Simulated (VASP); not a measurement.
Output of a VASP run:

### OSZICAR
```
       N       E                     dE             d eps       ncg     rms          rms(c)
DAV:   1     0.125886535209E+03    0.12589E+03   -0.98492E+03   720   0.126E+03
DAV:   2    -0.185625553913E+01   -0.12774E+03   -0.12466E+03   909   0.227E+02
DAV:   3    -0.783573294417E+01   -0.59795E+01   -0.59382E+01   909   0.539E+01
DAV:   4    -0.788990587771E+01   -0.54173E-01   -0.54163E-01   853   0.569E+00
DAV:   5    -0.789062481544E+01   -0.71894E-03   -0.71892E-03   902   0.609E-01    0.982E+00
DAV:   6    -0.735345245051E+01    0.53717E+00   -0.69606E+00   720   0.259E+01    0.693E+00
DAV:   7    -0.695974991434E+01    0.39370E+00   -0.14488E+00   720   0.125E+01    0.268E+00
DAV:   8    -0.696579341156E+01   -0.60435E-02   -0.13175E-01   797   0.263E+00    0.108E+00
DAV:   9    -0.696146067605E+01    0.43327E-02   -0.26197E-02   797   0.178E+00    0.257E-01
DAV:  10    -0.696194598261E+01   -0.48531E-03   -0.30551E-03   909   0.477E-01    0.643E-02
DAV:  11    -0.696189771548E+01    0.48267E-04   -0.26244E-04   797   0.179E-01    0.252E-02
DAV:  12    -0.696189421926E+01    0.34962E-05   -0.34706E-05   825   0.543E-02    0.763E-03
DAV:  13    -0.696189465003E+01   -0.43077E-06   -0.19920E-06   578   0.133E-02
   1 F= -.69618947E+01 E0= -.69616426E+01  d E =-.696189E+01
       N       E                     dE             d eps       ncg     rms          rms(c)
DAV:   1    -0.696198374819E+01   -0.89529E-04   -0.30230E-03   734   0.395E-01    0.434E-02
DAV:   2    -0.696195720163E+01    0.26547E-04   -0.26306E-04   790   0.161E-01    0.241E-02
DAV:   3    -0.696194674386E+01    0.10458E-04   -0.25555E-05   797   0.530E-02    0.869E-03
DAV:   4    -0.696194481567E+01    0.19282E-05   -0.11572E-05   797   0.219E-02    0.466E-03
DAV:   5    -0.696194491050E+01   -0.94825E-07   -0.20216E-07   381   0.387E-03
   2 F= -.69619449E+01 E0= -.69617013E+01  d E =-.502605E-04
```

File OUTCAR:
```
------------------------ aborting loop because EDIFF is reached ----------------------------------------
  FORCE on cell =-STRESS in cart. coord.  units (eV):
  Direction    XX          YY          ZZ          XY          YZ          ZX
  --------------------------------------------------------------------------------------
  Total       -0.0036922     -0.0036922      0.0001108      0.0000000      0.0000000      0.0000000
  in kB       -0.0803798     -0.0803798      0.0024119      0.0000000      0.0000000      0.0000000
  external PRESSURE =      -0.0527826 kB  Pullay stress =       0.0000000 kB
  volume of cell :       73.60
      direct lattice vectors                 reciprocal lattice vectors
     1.939061929 -3.358554052 -0.000000000     0.257856643 -0.148873590 -0.000000000
     1.939061929  3.358554052  0.000000000     0.257856643  0.148873590 -0.000000000
     0.000000000  0.000000000  5.650395643    -0.000000000 -0.000000000  0.176978757
 POSITION                                       TOTAL-FORCE (eV/Angst)
 -----------------------------------------------------------------------------------
      0.00000      0.00000      0.00000        -0.000000     -0.000000     -0.000000
      1.93906      1.11952      1.36474        -0.000000      0.000000     -0.017882
      1.93906     -1.11952      4.28566         0.000000      0.000000      0.017882
 -----------------------------------------------------------------------------------
    total drift:                               -0.000000      0.000000      0.000000
  FREE ENERGIE OF THE ION-ELECTRON SYSTEM (eV)
  ---------------------------------------------------
  free  energy   TOTEN  =        -6.9619449105 eV

  energy  without entropy=       -6.9614577869  energy(sigma->0) =       -6.96170135

 reached required accuracy - stopping structural energy minimisation
```
(Selected blocks of OUTCAR.)

**POSCAR**
```
PtSe2
1
    1.9385735106    -3.3577080862     0.0000000000
    1.9385735106     3.3577080862    -0.0000000000
    0.0000000000     0.0000000000     5.6500608921
Pt Se
1 2
Direct
  0.0000000000   1.0000000000   1.0000000000
  0.3333330000   0.6666670000   0.2417334610
  0.6666670000   0.3333330000   0.7582665390
```

Write an INCAR and KPOINTS that could have produced this output.

One answer among several that fit: the input of the run itself, vdW-DF2, plane waves, VASP's PBE PAW potentials (set 64).

File KPOINTS:
```
Automatic
0
Gamma
 6 6 4
```

**INCAR**
```
# general
SYSTEM   = PtSe2
PREC     = Accurate
ENCUT    = 520
LREAL    = .FALSE.
LASPH    = .TRUE.

# electronic loop
EDIFF    = 1E-6
NELM     = 100
ALGO     = Normal
LMAXMIX  = 6

# smearing
ISMEAR   = 0
SIGMA    = 0.05

# functional
GGA      = ML
LUSE_VDW = .TRUE.
AGGAC    = 0.0
ZAB_VDW  = -1.8867

# ions
IBRION   = 2
NSW      = 60
ISIF     = 3
EDIFFG   = -0.02

# output
LWAVE    = .FALSE.
LCHARG   = .FALSE.
```

POTCAR, in this order: Pt Se (PBE.64 set). Program: vasp_std.

The compound is PtSe2 in the 1T layered structure. This run relaxes it. Symmetry was kept, so distortions that lower it aren't found. The start is the result of an earlier pass.
